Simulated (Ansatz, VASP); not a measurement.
# SiC in two plane-wave programs

Wanted: the spread between two codes on one cell, functional and k mesh. The cell is taken from a series of runs on this material, whose earlier steps may have relaxed, scaled, displaced or heated it; both programs get it as it stands.

Main program and level: Ansatz 0.2.0; plane waves, with VASP 6.6.1 beside it; single point at LDA, spin-orbit coupling and single point at PBE, spin-orbit coupling.

**1. The starting structure**

It takes space group P6_3mc (No. 186, hexagonal). The conventional cell has a = 3.076 Å, b = 3.076 Å, c = 10.071 Å, α = 90.00°, β = 90.00°, γ = 120.00°. Nearest to Si lie 4 C at 1.88 to 1.89 Å. Si has 4 C at 1.88 to 1.89 Å nearest. C has 4 Si at 1.88 to 1.89 Å nearest. C has 4 Si at 1.88 to 1.89 Å nearest. Farther neighbours are not listed.

Coordinates:

```cif
data_structure
_symmetry_space_group_name_H-M 'P 1'
_symmetry_Int_Tables_number 1
_cell_length_a 3.0757
_cell_length_b 3.0757
_cell_length_c 10.0706
_cell_angle_alpha 90.000
_cell_angle_beta 90.000
_cell_angle_gamma 120.000
_cell_volume 82.50
loop_
_atom_site_label
_atom_site_type_symbol
_atom_site_fract_x
_atom_site_fract_y
_atom_site_fract_z
_atom_site_occupancy
Si1 Si 0.66667 0.33333 0.93784 1
Si2 Si 0.33333 0.66667 0.43784 1
Si3 Si 0.00000 0.00000 0.68789 1
Si4 Si 0.00000 0.00000 0.18789 1
C5 C 0.66667 0.33333 0.74980 1
C6 C 0.33333 0.66667 0.24980 1
C7 C 0.00000 0.00000 0.50046 1
C8 C 0.00000 0.00000 0.00046 1
```

**2. VASP: single point, LDA, spin-orbit coupling**

A single point gives forces, pressure and levels at one fixed geometry, so differences don't come from the geometry; what else differs is listed under the comparison.

Lines of VASP's logs that name or quote its potential files are left out, and so is its time.

Contents of INCAR:

```
SYSTEM = SiC
PREC = Accurate
ENCUT = 520
EDIFF = 1E-06
NELM = 200
ISMEAR = -1
SIGMA = 0.02
LREAL = .FALSE.
ALGO = Normal
GGA = PW92
LNONCOLLINEAR = .TRUE.
MAGMOM = 0 0 0 0 0 0 0 0 0 0 0 0 0 0 0 0 0 0 0 0 0 0 0 0
NBANDS = 48
GGA_COMPAT = .FALSE.
LASPH = .TRUE.
LSORBIT = .TRUE.
LORBIT = 11
LWAVE = .FALSE.
LCHARG = .FALSE.
ISIF = 2
EFERMI = MIDGAP
KPAR = 2
```

Contents of POSCAR:

```
SiC
1.0
    3.0756941497      0.0000000000      0.0000000000
   -1.5378470748      2.6636292679      0.0000000000
    0.0000000000      0.0000000000     10.0706464800
Si C
4 4
Direct
    0.6666666700      0.3333333300      0.9378419800
    0.3333333300      0.6666666700      0.4378419800
    0.0000000000      0.0000000000      0.6878943800
    0.0000000000      0.0000000000      0.1878943800
    0.6666666700      0.3333333300      0.7498025900
    0.3333333300      0.6666666700      0.2498025900
    0.0000000000      0.0000000000      0.5004600500
    0.0000000000      0.0000000000      0.0004600500
```

Contents of KPOINTS:

```
Automatic mesh
0
Gamma
12 12 2
0 0 0
```

The projector-augmented-wave data sets are Si and C (LDA family, release 64).

Command:

```bash
$ mpirun -np 2 vasp_ncl
```

Numbers of over 12 decimals in the logs are rounded to 6 here.

Output:

```text
[banner, memory and clock lines left out]
running    2 mpi-ranks, on    1 nodes
 distrk:  each k-point on    1 cores,    2 groups
 distr:  one band on    1 cores,    1 groups

 POSCAR found type information on POSCAR SiC
 POSCAR found :  2 types and       8 ions
|                                                                             |
|               ----> ADVICE to this user running VASP <----                  |
|                                                                             |
|     You enforced a specific xc type in the INCAR file but a different       |
|     [... a line on the potential file left out ...]
|     I HOPE YOU KNOW WHAT YOU ARE DOING!                                     |
|                                                                             |

 LDA part: xc-table for (Slater(with rela. corr.)+PW92), standard interpolation
 POSCAR, INCAR and KPOINTS ok, starting setup
 FFT: planning ... GRIDC
 FFT: planning ... GRID_SOFT
 FFT: planning ... GRID
 WAVECAR not read
 entering main loop
       N       E                     dE             d eps       ncg     rms          rms(c)
DAV:   1     0.773189798250E+02    0.77319E+02   -0.14575E+04  3648   0.121E+03
DAV:   2    -0.663813001001E+02   -0.14370E+03   -0.13464E+03  4640   0.212E+02
DAV:   3    -0.746755227862E+02   -0.82942E+01   -0.82322E+01  4704   0.480E+01
DAV:   4    -0.748131868786E+02   -0.13766E+00   -0.13730E+00  4656   0.712E+00
DAV:   5    -0.748162482264E+02   -0.30613E-02   -0.30590E-02  4552   0.102E+00    0.182E+01
DAV:   6    -0.669308506848E+02    0.78854E+01   -0.23605E+01  4488   0.218E+01    0.831E+00
DAV:   7    -0.666908125490E+02    0.24004E+00   -0.22071E+00  4720   0.699E+00    0.336E+00
DAV:   8    -0.666199773107E+02    0.70835E-01   -0.14083E-01  4352   0.182E+00    0.115E+00
DAV:   9    -0.666080909584E+02    0.11886E-01   -0.20710E-02  4472   0.777E-01    0.160E-01
DAV:  10    -0.666081893081E+02   -0.98350E-04   -0.10930E-03  4360   0.186E-01    0.117E-01
DAV:  11    -0.666082067998E+02   -0.17492E-04   -0.42766E-05  4560   0.390E-02    0.434E-02
DAV:  12    -0.666082049261E+02    0.18737E-05   -0.10921E-05  4288   0.245E-02    0.118E-02
DAV:  13    -0.666082037760E+02    0.11500E-05   -0.26085E-06  4376   0.840E-03    0.502E-03
DAV:  14    -0.666082036478E+02    0.12828E-06   -0.44375E-07  2712   0.323E-03
   1 F= -.66608204E+02 E0= -.66608204E+02  d E =0.000000E+00  mag=    -0.0000     0.0000     0.0000
```

Parts of OUTCAR (step 2):

```text
ion  position               nearest neighbor table
   1  0.667  0.333  0.938-   8 1.88   8 1.88   8 1.88   5 1.89   3 3.08   3 3.08   3 3.08   4 3.08
                             4 3.08   4 3.08
   2  0.333  0.667  0.438-   7 1.88   7 1.88   7 1.88   6 1.89   4 3.08   4 3.08   4 3.08   3 3.08
                             3 3.08   3 3.08
   3  0.000  0.000  0.688-   5 1.88   5 1.88   5 1.88   7 1.89   1 3.08   1 3.08   1 3.08   2 3.08
                             2 3.08   2 3.08
   4  0.000  0.000  0.188-   6 1.88   6 1.88   6 1.88   8 1.89   2 3.08   2 3.08   2 3.08   1 3.08
                             1 3.08   1 3.08
   5  0.667  0.333  0.750-   3 1.88   3 1.88   3 1.88   1 1.89
   6  0.333  0.667  0.250-   4 1.88   4 1.88   4 1.88   2 1.89
   7  0.000  0.000  0.500-   2 1.88   2 1.88   2 1.88   3 1.89
   8  0.000  0.000  0.000-   1 1.88   1 1.88   1 1.88   4 1.89

  LATTYP: Found a hexagonal cell.
 ALAT       =     3.0756941497
 C/A-ratio  =     3.2742678530

 Subroutine GETGRP returns: Found 12 space group operations
 (whereof  6 operations were pure point group operations)

The static configuration has the point symmetry C_3v.
 The point group associated with its full space group is C_6v.

 Found     38 irreducible k-points:

   k-points           NKPTS =     38   k-points in BZ     NKDIM =     38   number of bands    NBANDS=     48

   dimension x,y,z NGX =    24 NGY =   24 NGZ =   80
   dimension x,y,z NGXF=    48 NGYF=   48 NGZF=  160

   ENCUT  =  520.0 eV  38.22 Ry    6.18 a.u.   5.72  5.72 18.72*2*pi/ulx,y,z

   NELECT =      32.0000    total number of electrons

 k-points in reciprocal lattice and weights: Automatic mesh
   0.00000000  0.00000000  0.00000000       0.003
   0.08333333 -0.00000000  0.00000000       0.021
   0.16666667 -0.00000000  0.00000000       0.021
   0.25000000  0.00000000  0.00000000       0.021
   0.33333333  0.00000000  0.00000000       0.021
   0.41666667  0.00000000  0.00000000       0.021
   0.50000000  0.00000000  0.00000000       0.010
   0.08333333  0.08333333  0.00000000       0.021
   0.16666667  0.08333333  0.00000000       0.042
[...]
0.33333333  0.25000000  0.50000000       0.042
   0.33333333  0.33333333  0.50000000       0.007

 average (electrostatic) potential at core
       1 -81.9252       2 -81.9252       3 -81.8810       4 -81.8810       5 -48.9603
       6 -48.9603       7 -49.0173       8 -49.0173

 E-fermi :   9.2531

 k-point     1 :       0.0000    0.0000    0.0000
  band No.  band energies     occupation
    ...
     28       8.1094      1.00000
     29       8.1607      1.00000
     30       8.1607      1.00000
     31       8.1693      1.00000
     32       8.1693      1.00000
     33      13.2418      0.00000
     34      13.2418      0.00000
     35      13.8138      0.00000
     36      13.8138      0.00000
     37      14.4458      0.00000
    ...

 k-point     2 :       0.0833   -0.0000    0.0000
  band No.  band energies     occupation
    ...
     28       7.7212      1.00000
     29       8.0273      1.00000
     30       8.0311      1.00000
     31       8.1141      1.00000
     32       8.1143      1.00000
     33      13.5610      0.00000
     34      13.5614      0.00000
     35      14.0948      0.00000
     36      14.0961      0.00000
     37      14.2951      0.00000
    ...

 k-point     3 :       0.1667   -0.0000    0.0000
  band No.  band energies     occupation
    ...
     28       6.9967      1.00000
     29       7.7734      1.00000
     30       7.7786      1.00000
     31       7.9183      1.00000
     32       7.9184      1.00000
     33      12.8582      0.00000
     34      12.8626      0.00000
     35      13.5480      0.00000
     36      13.5492      0.00000
     37      13.8169      0.00000
    ...

  Total       -1.8887969     -1.8887969     -1.8999984     -0.0000000      0.0000000      0.0000000
  in kB      -36.6793452    -36.6793452    -36.8968722     -0.0000000      0.0000000      0.0000000
  external PRESSURE =     -36.7518542 kB  Pullay stress =       0.0000000 kB

  energy-cutoff  :      520.00
  volume of cell :       82.50
      direct lattice vectors                 reciprocal lattice vectors
     3.075694150  0.000000000  0.000000000     0.325129857  0.187713811  0.000000000
    -1.537847075  2.663629268  0.000000000     0.000000000  0.375427621  0.000000000
     0.000000000  0.000000000 10.070646480     0.000000000  0.000000000  0.099298491

 POSITION                                       TOTAL-FORCE (eV/Angst)
 -----------------------------------------------------------------------------------
      1.53785      0.88788      9.44468        -0.000000     -0.000000      0.006522
     -0.00000      1.77575      4.40935        -0.000000      0.000000      0.006522
      0.00000      0.00000      6.92754        -0.000000     -0.000000     -0.004501
      0.00000      0.00000      1.89222        -0.000000     -0.000000     -0.004501
      1.53785      0.88788      7.55100         0.000000     -0.000000     -0.000703
     -0.00000      1.77575      2.51567        -0.000000      0.000000     -0.000703
      0.00000      0.00000      5.03996        -0.000000      0.000000     -0.001318
      0.00000      0.00000      0.00463        -0.000000     -0.000000     -0.001318
 -----------------------------------------------------------------------------------
    total drift:                               -0.000000     -0.000000      0.000136

  FREE ENERGIE OF THE ION-ELECTRON SYSTEM (eV)
  ---------------------------------------------------
  free  energy   TOTEN  =       -66.6082036478 eV

  energy  without entropy=      -66.6082036478  energy(sigma->0) =      -66.60820365

 Spin-Orbit-Coupling matrix elements
 Ion:    1  E_soc:     -0.0002906
 Ion:    2  E_soc:     -0.0002906
 Ion:    3  E_soc:     -0.0002906
 Ion:    4  E_soc:     -0.0002906
 Ion:    5  E_soc:     -0.0000181
 Ion:    6  E_soc:     -0.0000181
 Ion:    7  E_soc:     -0.0000184
 Ion:    8  E_soc:     -0.0000184

 total charge
# of ion       s       p       d       tot
------------------------------------------
    1        0.713   0.983   0.000   1.696
    2        0.713   0.983   0.000   1.696
    3        0.714   0.982   0.000   1.696
    4        0.714   0.982   0.000   1.696
    5        0.829   1.715   0.000   2.544
    6        0.829   1.715   0.000   2.544
    7        0.829   1.713   0.000   2.542
    8        0.829   1.713   0.000   2.542
--------------------------------------------------
tot          6.169  10.787   0.000  16.956

 magnetization (x)
# of ion       s       p       d       tot
------------------------------------------
    1        0.000   0.000   0.000   0.000
    2       -0.000  -0.000   0.000  -0.000
    3        0.000   0.000   0.000   0.000
    4        0.000  -0.000   0.000  -0.000
    5        0.000   0.000   0.000   0.000
    6       -0.000   0.000   0.000  -0.000
    7       -0.000   0.000   0.000  -0.000
    8        0.000   0.000   0.000   0.000
--------------------------------------------------
tot         -0.000  -0.000   0.000  -0.000

 magnetization (y)
# of ion       s       p       d       tot
------------------------------------------
    1        0.000  -0.000   0.000  -0.000
    2        0.000  -0.000   0.000  -0.000
    3        0.000   0.000   0.000   0.000
    4        0.000   0.000   0.000   0.000
    5        0.000   0.000   0.000   0.000
    6        0.000   0.000   0.000   0.000
    7        0.000   0.000   0.000   0.000
    8        0.000   0.000   0.000   0.000
--------------------------------------------------
tot          0.000  -0.000   0.000   0.000

 magnetization (z)
# of ion       s       p       d       tot
------------------------------------------
    1        0.000   0.000   0.000   0.000
    2        0.000   0.000   0.000   0.000
    3       -0.000   0.000   0.000   0.000
    4       -0.000   0.000   0.000   0.000
    5       -0.000   0.000   0.000   0.000
    6       -0.000   0.000   0.000   0.000
    7        0.000   0.000   0.000   0.000
    8        0.000   0.000   0.000   0.000
--------------------------------------------------
tot         -0.000   0.000   0.000   0.000

[... 3 further parts left out ...]
```

The run ends at a pressure of -3.68 GPa, with forces up to 0.0065 eV/Å.

[end of part 1 of 2]

[Lines on the potential files, build, host, timing and source positions are cut from VASP's logs without a mark.]

[Logs are printed without paths, hosts, clocks, repeated set-up lines and the standing remarks that a program may print on its own settings, such as how far it seeks lower states.]

[Hosts, paths, dates, database ids (printed as entryN), source tags and the programs' standing remarks are cut or masked in the printed files.]
